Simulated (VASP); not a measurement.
Input:

```
BaTiO3
1.0
    3.90680     0.00000     0.00000
    0.00000     3.90680     0.00000
    0.00000     0.00000     3.90680
Ba Ti O
1 1 3
Direct
  0.00000   0.00000   0.00000
  0.50000   0.50000   0.50000
  0.50000   0.00000   0.50000
  0.00000   0.50000   0.50000
  0.50000   0.50000   0.00000
```

Method: AM05 GGA, VASP's PBE PAW potentials (set 64) (plane waves; VASP 6.6.1). Run with 520 eV cut-off, 6×6×6 Γ-centred mesh, Gaussian smearing of 0.050 eV, potentials Ba_sv Ti_sv O.

### Question
Give the stress tensor in GPa (positive for a compressed cell).

### Answer

```
12.57   0.00   0.00
 0.00  12.57   0.00
 0.00   0.00  12.57
```
The pressure is its mean diagonal, 12.57 GPa.

The compound is BaTiO3 in the cubic perovskite structure, the ideal cubic form; the compound distorts at low or room temperature. This cell is one point of a volume scan, at 0.94 of the reference volume.
